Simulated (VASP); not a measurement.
# MgO (Fm-3m) in VASP: a series of runs

One crystal, MgO, is run at these levels: PBEsol, r2SCAN, TB-mBJ; tasks: band structure.

Everything below comes from runs of VASP 6.6.1. Logs are shortened: lines on timing, memory, paths and dates and some standing lists are left out, and cuts for length are marked.

**The experiment to reproduce.**

“Electronic structure of alkaline earth and post-transition metal oxides”, 2009, arxiv:0908.1581 quotes, for a bulk crystal of MgO: band gap 7.83 eV.

The results are compared with them further down.

## 1. The crystal as given

It takes space group Fm-3m (No. 225, cubic). The conventional cell has a = 4.208 Å, b = 4.208 Å, c = 4.208 Å, α = 90.00°, β = 90.00°, γ = 90.00°. Mg (site symmetry m-3m) is surrounded by 6 O at 2.10 Å. O (site symmetry m-3m) is surrounded by 6 Mg at 2.10 Å.

## 2. Band structure, PBEsol

INCAR

```
SYSTEM = MgO
PREC     = Accurate       ! precision mode
ENCUT    = 520            ! plane-wave cutoff, eV
EDIFF    = 1E-6           ! SCF threshold, eV
ISMEAR   = 0              ! smearing method
SIGMA    = 0.02           ! smearing width, eV
LREAL    = .False.        ! projectors in reciprocal space
LASPH    = .True.         ! aspherical terms in the spheres
NELM     = 100            ! most SCF steps
ALGO     = Normal         ! electronic algorithm
ISIF     = 2              ! what is computed and relaxed
LWAVE    = .False.        ! write WAVECAR
LCHARG   = .False.        ! write CHGCAR
GGA      = PS             ! functional
```

KPOINTS

```
regular mesh
0
Gamma
  10 10 10
  0 0 0
```

POSCAR

```
MgO
1.0
    0.0000000000      2.1038000000      2.1038000000
    2.1038000000      0.0000000000      2.1038000000
    2.1038000000      2.1038000000      0.0000000000
Mg O
1 1
Direct
    0.0000000000      0.0000000000      0.0000000000
    0.5000000000      0.5000000000      0.5000000000
```

KPOINTS_OPT

```
path GXWKGLUWLK,UX
10
line-mode
reciprocal
 0.0000000000  0.0000000000  0.0000000000  G
 0.5000000000  0.0000000000  0.5000000000  X

 0.5000000000  0.0000000000  0.5000000000  X
 0.5000000000  0.2500000000  0.7500000000  W

 0.5000000000  0.2500000000  0.7500000000  W
 0.3750000000  0.3750000000  0.7500000000  K

 0.3750000000  0.3750000000  0.7500000000  K
 0.0000000000  0.0000000000  0.0000000000  G

 0.0000000000  0.0000000000  0.0000000000  G
 0.5000000000  0.5000000000  0.5000000000  L

 0.5000000000  0.5000000000  0.5000000000  L
 0.6250000000  0.2500000000  0.6250000000  U

 0.6250000000  0.2500000000  0.6250000000  U
 0.5000000000  0.2500000000  0.7500000000  W

 0.5000000000  0.2500000000  0.7500000000  W
 0.5000000000  0.5000000000  0.5000000000  L

 0.5000000000  0.5000000000  0.5000000000  L
 0.3750000000  0.3750000000  0.7500000000  K

 0.6250000000  0.2500000000  0.6250000000  U
 0.5000000000  0.0000000000  0.5000000000  X
```

Potentials or basis: VASP PAW PBE potentials, release 64 (Mg, O).

Command:

```sh
cat potpaw_PBE.64/Mg/POTCAR potpaw_PBE.64/O/POTCAR > POTCAR
mpirun -np 1 vasp_std > vasp.out
```

OUTCAR:

```text
SYSTEM = MgO
   PREC = Accurate
   ENCUT = 520
   EDIFF = 1E-6
   ISMEAR = 0
   LREAL = .False.
   LASPH = .True.
   NELM = 100
   ISIF = 2
   GGA = PS

 ion  position               nearest neighbor table
   1  0.000  0.000  0.000-   2 2.10   2 2.10   2 2.10   2 2.10   2 2.10   2 2.10
   2  0.500  0.500  0.500-   1 2.10   1 2.10   1 2.10   1 2.10   1 2.10   1 2.10

  LATTYP: Found a face centered cubic cell.
 ALAT       =     4.2076000000

  Lattice vectors:

 A1 = (   0.0000000000,   2.1038000000,   2.1038000000)
 A2 = (   2.1038000000,   0.0000000000,   2.1038000000)
 A3 = (   2.1038000000,   2.1038000000,   0.0000000000)

Analysis of symmetry for initial positions (statically):
=====================================================================
 Subroutine PRICEL returns:
 Original cell was already a primitive cell.

 Routine SETGRP: Setting up the symmetry group for a
 face centered cubic supercell.

 Subroutine GETGRP returns: Found 48 space group operations
 (whereof 48 operations were pure point group operations)
 out of a pool of 48 trial point group operations.

The static configuration has the point symmetry O_h .

Analysis of symmetry for dynamics (positions and initial velocities):
=====================================================================
 Subroutine PRICEL returns:
 Original cell was already a primitive cell.

 Routine SETGRP: Setting up the symmetry group for a
 face centered cubic supercell.

 Subroutine GETGRP returns: Found 48 space group operations
 (whereof 48 operations were pure point group operations)
 out of a pool of 48 trial point group operations.

The dynamic configuration has the point symmetry O_h .

 Subroutine INISYM returns: Found 48 space group operations
 (whereof 48 operations are pure point group operations),
 and found     1 'primitive' translations

----------------------------------------------------------------------------------------

                                     Primitive cell

  volume of cell :      18.6227

  direct lattice vectors                    reciprocal lattice vectors
     0.000000000  2.103800000  2.103800000    -0.237665177  0.237665177  0.237665177
     2.103800000  0.000000000  2.103800000     0.237665177 -0.237665177  0.237665177
     2.103800000  2.103800000  0.000000000     0.237665177  0.237665177 -0.237665177

  length of vectors
     2.975222493  2.975222493  2.975222493     0.411648162  0.411648162  0.411648162

  position of ions in fractional coordinates (direct lattice)
     0.000000000  0.000000000  0.000000000
     0.500000000  0.500000000  0.500000000

  ion indices of the primitive-cell ions
   primitive index   ion index
                 1           1
                 2           2

----------------------------------------------------------------------------------------

 KPOINTS: regular mesh

Automatic generation of k-mesh.
 Grid dimensions read from file:
 generate k-points for:   10   10   10

 Generating k-lattice:

  Cartesian coordinates                     Fractional coordinates (reciprocal lattice)
    -0.023766518  0.023766518  0.023766518     0.100000000  0.000000000  0.000000000
     0.023766518 -0.023766518  0.023766518     0.000000000  0.100000000  0.000000000
     0.023766518  0.023766518 -0.023766518     0.000000000  0.000000000  0.100000000

  Length of vectors
     0.041164816  0.041164816  0.041164816

  Shift w.r.t. Gamma in fractional coordinates (k-lattice)
     0.000000000  0.000000000  0.000000000

 Subroutine IBZKPT returns following result:
 ===========================================

 Found     47 irreducible k-points:

 Following reciprocal coordinates:
            Coordinates               Weight
  0.000000  0.000000  0.000000      1.000000
  0.100000  0.000000  0.000000      8.000000
  0.200000  0.000000  0.000000      8.000000
  0.300000  0.000000  0.000000      8.000000
  0.400000  0.000000  0.000000      8.000000
  0.500000  0.000000  0.000000      4.000000
[... 16 lines left out ...]
  0.300000  0.300000  0.000000      6.000000
[... 44 lines left out ...]
 Fermi energy:         3.2801866315

 k-point     1 :       0.0000    0.0000    0.0000
  band No.  band energies     occupation
      1     -14.1312      2.00000
      2       3.0912      2.00000
      3       3.0912      2.00000
      4       3.0912      2.00000
      5       7.7562      0.00000
      6      18.7407      0.00000
      7      18.7407      0.00000
      8      18.7407      0.00000

 k-point     2 :       0.1000    0.0000    0.0000
  band No.  band energies     occupation
      1     -14.0227      2.00000
      2       2.4271      2.00000
      3       3.0222      2.00000
      4       3.0222      2.00000
      5       8.3903      0.00000
      6      17.4783      0.00000
      7      18.9834      0.00000
      8      18.9834      0.00000

 k-point     3 :       0.2000    0.0000    0.0000
  band No.  band energies     occupation
      1     -13.7244      2.00000
      2       1.0857      2.00000
      3       2.8473      2.00000
      4       2.8473      2.00000
      5       9.5827      0.00000
      6      15.9729      0.00000
      7      19.4786      0.00000
      8      19.4786      0.00000

 k-point     4 :       0.3000    0.0000    0.0000
  band No.  band energies     occupation
      1     -13.3207      2.00000
      2      -0.2563      2.00000
      3       2.6419      2.00000
      4       2.6419      2.00000
      5      10.4925      0.00000
      6      15.3197      0.00000
      7      19.6145      0.00000
      8      19.6145      0.00000

 k-point     5 :       0.4000    0.0000    0.0000
  band No.  band energies     occupation
      1     -12.9576      2.00000
      2      -1.2390      2.00000
      3       2.4834      2.00000
      4       2.4834      2.00000
      5      10.8172      0.00000
      6      15.4487      0.00000
      7      19.4106      0.00000
      8      19.4106      0.00000
[... 177 lines left out ...]
 k-point    22 :      -0.2000    0.2000    0.0000
  band No.  band energies     occupation
      1     -13.2008      2.00000
      2      -0.0555      2.00000
      3       1.7257      2.00000
      4       2.6381      2.00000
      5      11.4699      0.00000
      6      14.8454      0.00000
      7      18.1212      0.00000
      8      20.7991      0.00000

 k-point    23 :       0.3000    0.3000    0.0000
  band No.  band energies     occupation
      1     -13.1128      2.00000
      2      -0.1138      2.00000
      3       2.1374      2.00000
      4       2.1374      2.00000
      5      11.8916      0.00000
      6      13.3334      0.00000
      7      17.4334      0.00000
      8      20.9267      0.00000

 k-point    24 :       0.4000    0.3000    0.0000
  band No.  band energies     occupation
      1     -12.8572      2.00000
      2      -0.5465      2.00000
      3       1.7634      2.00000
      4       1.9879      2.00000
      5      12.5856      0.00000
      6      13.1097      0.00000
      7      16.6044      0.00000
      8      21.1778      0.00000

 [... further k-points ...]

------------------------ aborting loop because EDIFF is reached ----------------------------------------

  FORCE on cell =-STRESS in cart. coord.  units (eV):
  Direction    XX          YY          ZZ          XY          YZ          ZX
  --------------------------------------------------------------------------------------
  -------------------------------------------------------------------------------------
  Total        0.0270921      0.0270921      0.0270921      0.0000000     -0.0000000      0.0000000
  in kB        2.3308273      2.3308273      2.3308273      0.0000000     -0.0000000      0.0000000
  external PRESSURE =       2.3308273 kB  Pullay stress =       0.0000000 kB

 VOLUME and BASIS-vectors are now :
 -----------------------------------------------------------------------------
  energy-cutoff  :      520.00
  volume of cell :       18.62
      direct lattice vectors                 reciprocal lattice vectors
     0.000000000  2.103800000  2.103800000    -0.237665177  0.237665177  0.237665177
     2.103800000  0.000000000  2.103800000     0.237665177 -0.237665177  0.237665177
     2.103800000  2.103800000  0.000000000     0.237665177  0.237665177 -0.237665177

 POSITION                                       TOTAL-FORCE (eV/Angst)
 -----------------------------------------------------------------------------------
      0.00000      0.00000      0.00000        -0.000000      0.000000      0.000000
      2.10380      2.10380      2.10380         0.000000     -0.000000     -0.000000
 -----------------------------------------------------------------------------------
    total drift:                               -0.000000     -0.000000      0.000000

  FREE ENERGIE OF THE ION-ELECTRON SYSTEM (eV)
  ---------------------------------------------------
  free  energy   TOTEN  =       -12.5124222502 eV

  energy  without entropy=      -12.5124222502  energy(sigma->0) =      -12.51242225
```

Run time: 7 s. Hardware: 1 thread of Intel Xeon Platinum 8375C at 2.90GHz (Ice Lake), shared host; peak memory 0.14 GiB.

Results:

```yaml
Free_energy: -12.5124 eV
Pressure: 0.2 GPa
Band_gap_on_the_k_mesh: 4.66 eV, direct
Band_gap_along_the_path: 4.67 eV, direct
```

Levels at the corners of the path, in eV from the valence-band top:
| point | band 1 | band 2 | band 3 | band 4 | band 5 | band 6 | band 7 | band 8 |
| --- | --- | --- | --- | --- | --- | --- | --- | --- |
| Γ | -17.22 | 0.00 | 0.00 | 0.00 | 4.67 | 15.65 | 15.65 | 15.65 |
| X | -15.63 | -4.16 | -1.37 | -1.37 | 8.92 | 9.91 | 13.01 | 18.89 |
| X | -15.63 | -4.16 | -1.37 | -1.37 | 8.92 | 9.91 | 13.01 | 18.89 |
| W | -15.58 | -3.01 | -3.01 | -1.80 | 11.52 | 11.52 | 12.13 | 15.43 |
| W | -15.58 | -3.01 | -3.01 | -1.80 | 11.52 | 11.52 | 12.13 | 15.43 |
| K | -15.62 | -3.56 | -2.76 | -1.16 | 9.94 | 11.72 | 12.42 | 18.04 |
| K | -15.62 | -3.56 | -2.76 | -1.16 | 9.94 | 11.72 | 12.42 | 18.04 |
| Γ | -17.22 | 0.00 | 0.00 | 0.00 | 4.67 | 15.65 | 15.65 | 15.65 |
| Γ | -17.22 | 0.00 | 0.00 | 0.00 | 4.67 | 15.65 | 15.65 | 15.65 |
| L | -15.90 | -4.69 | -0.67 | -0.67 | 7.76 | 12.54 | 16.21 | 16.21 |
| L | -15.90 | -4.69 | -0.67 | -0.67 | 7.76 | 12.54 | 16.21 | 16.21 |
| U | -15.62 | -3.56 | -2.76 | -1.16 | 9.94 | 11.72 | 12.42 | 18.04 |
| U | -15.62 | -3.56 | -2.76 | -1.16 | 9.94 | 11.72 | 12.42 | 18.04 |
| W | -15.58 | -3.01 | -3.01 | -1.80 | 11.52 | 11.52 | 12.13 | 15.43 |
| W | -15.58 | -3.01 | -3.01 | -1.80 | 11.52 | 11.52 | 12.13 | 15.43 |
| L | -15.90 | -4.69 | -0.67 | -0.67 | 7.76 | 12.54 | 16.21 | 16.21 |
| L | -15.90 | -4.69 | -0.67 | -0.67 | 7.76 | 12.54 | 16.21 | 16.21 |
| K | -15.62 | -3.56 | -2.76 | -1.16 | 9.94 | 11.72 | 12.42 | 18.04 |
| U | -15.62 | -3.56 | -2.76 | -1.16 | 9.94 | 11.72 | 12.42 | 18.04 |
| X | -15.63 | -4.16 | -1.37 | -1.37 | 8.92 | 9.91 | 13.01 | 18.89 |

Caveat: the PAW data sets were made with another functional, which shifts forces and pressure a little.

## 3. Band structure, r2SCAN

INCAR, as its differences from that of step 2:

```diff
@@ -13,2 +13,3 @@
 LCHARG   = .False.        ! write CHGCAR
-GGA      = PS             ! functional
+METAGGA  = R2SCAN         ! meta-GGA
+LMIXTAU  = .True.
```

KPOINTS is that of step 2.

POSCAR is that of step 2.

KPOINTS_OPT is that of step 2.

Potentials or basis: VASP PAW PBE potentials, release 64 (Mg, O).

Command:

```sh
cat potpaw_PBE.64/Mg/POTCAR potpaw_PBE.64/O/POTCAR > POTCAR
mpirun -np 1 vasp_std > vasp.out
```

It took 34 s on 1 thread of Intel Xeon Platinum 8375C at 2.90GHz (Ice Lake), shared host; peak memory 0.15 GiB.

It converged, with:

```
Free energy             : -16.1608 eV
Pressure                : -1.5 GPa
Band gap on the k mesh  : 5.64 eV, direct
Band gap along the path : 5.64 eV, direct
```

Levels at the corners of the path, in eV from the valence-band top:
```
point  band 1  band 2  band 3  band 4  band 5  band 6  band 7  band 8
    Γ  -18.22    0.00    0.00    0.00    5.64   16.85   16.85   16.85
    X  -16.71   -4.11   -1.38   -1.38   10.04   11.10   14.32   20.42
    X  -16.71   -4.11   -1.38   -1.38   10.04   11.10   14.32   20.42
    W  -16.66   -2.98   -2.98   -1.78   12.72   12.72   13.39   16.69
    W  -16.66   -2.98   -2.98   -1.78   12.72   12.72   13.39   16.69
    K  -16.69   -3.52   -2.72   -1.17   11.07   12.96   13.69   19.47
    K  -16.69   -3.52   -2.72   -1.17   11.07   12.96   13.69   19.48
    Γ  -18.22    0.00    0.00    0.00    5.64   16.85   16.85   16.85
    Γ  -18.22    0.00    0.00    0.00    5.64   16.85   16.85   16.85
    L  -16.96   -4.62   -0.68   -0.68    8.82   13.84   17.45   17.45
    L  -16.96   -4.62   -0.68   -0.68    8.82   13.84   17.45   17.45
    U  -16.69   -3.52   -2.72   -1.17   11.07   12.96   13.69   19.48
    U  -16.69   -3.52   -2.72   -1.17   11.07   12.96   13.69   19.47
    W  -16.66   -2.98   -2.98   -1.78   12.72   12.72   13.39   16.69
    W  -16.66   -2.98   -2.98   -1.78   12.72   12.72   13.39   16.69
    L  -16.96   -4.62   -0.68   -0.68    8.82   13.84   17.45   17.45
    L  -16.96   -4.62   -0.68   -0.68    8.82   13.84   17.45   17.45
    K  -16.69   -3.52   -2.72   -1.17   11.07   12.96   13.69   19.48
    U  -16.69   -3.52   -2.72   -1.17   11.07   12.96   13.69   19.48
    X  -16.71   -4.11   -1.38   -1.38   10.04   11.10   14.32   20.42
```

Caveat: the PAW data sets were made with another functional, which shifts forces and pressure a little.

## 4. Band structure, TB-mBJ

POSCAR is that of step 3.

INCAR.step1

```
SYSTEM = MgO
PREC     = Accurate       ! precision mode
ENCUT    = 520            ! plane-wave cutoff, eV
EDIFF    = 1E-5           ! SCF threshold, eV
ISMEAR   = 0              ! smearing method
SIGMA    = 0.02           ! smearing width, eV
LREAL    = .False.        ! projectors in reciprocal space
LASPH    = .True.         ! aspherical terms in the spheres
NELM     = 100            ! most SCF steps
ALGO     = Normal         ! electronic algorithm
ISIF     = 2              ! what is computed and relaxed
LWAVE    = .True.         ! write WAVECAR
LCHARG   = .False.        ! write CHGCAR
GGA      = PE             ! functional
```

INCAR.step2

```
SYSTEM = MgO
PREC     = Accurate       ! precision mode
ENCUT    = 520            ! plane-wave cutoff, eV
EDIFF    = 1E-6           ! SCF threshold, eV
ISMEAR   = 0              ! smearing method
SIGMA    = 0.02           ! smearing width, eV
LREAL    = .False.        ! projectors in reciprocal space
LASPH    = .True.         ! aspherical terms in the spheres
NELM     = 100            ! most SCF steps
ALGO     = Normal         ! electronic algorithm
ISIF     = 2              ! what is computed and relaxed
LWAVE    = .False.        ! write WAVECAR
LCHARG   = .False.        ! write CHGCAR
METAGGA  = MBJ            ! meta-GGA
ISTART   = 1
```

KPOINTS is that of step 3.

KPOINTS_OPT is that of step 3.

Command:

```sh
cat potpaw_PBE.64/Mg/POTCAR potpaw_PBE.64/O/POTCAR > POTCAR
cp INCAR.step1 INCAR
mpirun -np 1 vasp_std > vasp.out
cp INCAR.step2 INCAR
mpirun -np 1 vasp_std > vasp.out
```

It took 36 s on 1 thread of Intel Xeon Platinum 8375C at 2.90GHz (Ice Lake), shared host; peak memory 0.15 GiB.

The run converged. Its results:

* Band gap on the k mesh: 6.80 eV, direct
* Band gap along the path: 6.80 eV, direct

Levels at the corners of the path, in eV from the valence-band top:
```csv
point,band 1,band 2,band 3,band 4,band 5,band 6,band 7,band 8
Γ,-18.25,0.00,0.00,0.00,6.80,17.90,17.90,17.90
X,-17.06,-3.52,-1.20,-1.20,11.50,12.29,15.57,21.82
X,-17.06,-3.52,-1.20,-1.20,11.50,12.29,15.57,21.82
W,-17.02,-2.52,-2.52,-1.52,13.95,13.95,14.51,17.82
W,-17.02,-2.52,-2.52,-1.52,13.95,13.95,14.51,17.82
K,-17.05,-2.99,-2.31,-1.02,12.39,14.09,14.91,20.66
K,-17.05,-2.99,-2.31,-1.02,12.39,14.09,14.91,20.66
Γ,-18.25,0.00,0.00,0.00,6.80,17.90,17.90,17.90
Γ,-18.25,0.00,0.00,0.00,6.80,17.90,17.90,17.90
L,-17.26,-3.96,-0.59,-0.59,10.14,15.03,18.42,18.42
L,-17.26,-3.96,-0.59,-0.59,10.14,15.03,18.42,18.42
U,-17.05,-2.99,-2.31,-1.02,12.39,14.09,14.91,20.66
U,-17.05,-2.99,-2.31,-1.02,12.39,14.09,14.91,20.66
W,-17.02,-2.52,-2.52,-1.52,13.95,13.95,14.51,17.82
W,-17.02,-2.52,-2.52,-1.52,13.95,13.95,14.51,17.82
L,-17.26,-3.96,-0.59,-0.59,10.14,15.03,18.42,18.42
L,-17.26,-3.96,-0.59,-0.59,10.14,15.03,18.42,18.42
K,-17.05,-2.99,-2.31,-1.02,12.39,14.09,14.91,20.67
U,-17.05,-2.99,-2.31,-1.02,12.39,14.09,14.91,20.66
X,-17.06,-3.52,-1.20,-1.20,11.50,12.29,15.57,21.82
```

Caveat: the PAW data sets were made with another functional, which shifts forces and pressure a little.

## 5. The runs side by side

```csv
level,gap on the mesh (eV),pressure (GPa)
PBEsol,4.66,0.2
r2SCAN,5.64,-1.5
TB-mBJ,6.80,-
```

Alike in all rows: task band structure; potentials or basis VASP PAW PBE potentials, release 64 (Mg, O); no spin polarisation; cell as given; k mesh 10 × 10 × 10; cutoff (eV) 520; smearing gaussian 0.02 eV.

On the cell as given the gap runs from 4.66 eV (PBEsol) to 6.80 eV (TB-mBJ).

Caveats: the PAW data sets were made with another functional, which shifts forces and pressure a little.

Total energies depend on the potentials used, so only differences within one code and one set of settings carry meaning.

## 6. Against experiment

Step 2. Against the measured gap of MgO, 7.83 eV (quoted in “Electronic structure of alkaline earth and post-transition metal oxides”, 2009, arxiv:0908.1581), the calculated 4.67 eV is off by -3.16 eV. The value is that of PBEsol, without temperature or zero-point motion. Semilocal functionals fall short of measured gaps as a rule.

Step 3. A measured gap of MgO is 7.83 eV (quoted in “Electronic structure of alkaline earth and post-transition metal oxides”, 2009, arxiv:0908.1581); the calculated 5.64 eV misses it by -2.19 eV. The value is that of r2SCAN, without temperature or zero-point motion.

Step 4. Measured gap of MgO: 7.83 eV (quoted in “Electronic structure of alkaline earth and post-transition metal oxides”, 2009, arxiv:0908.1581). This calculation gives 6.80 eV (-1.03 eV). The value is that of TB-mBJ, without temperature or zero-point motion.
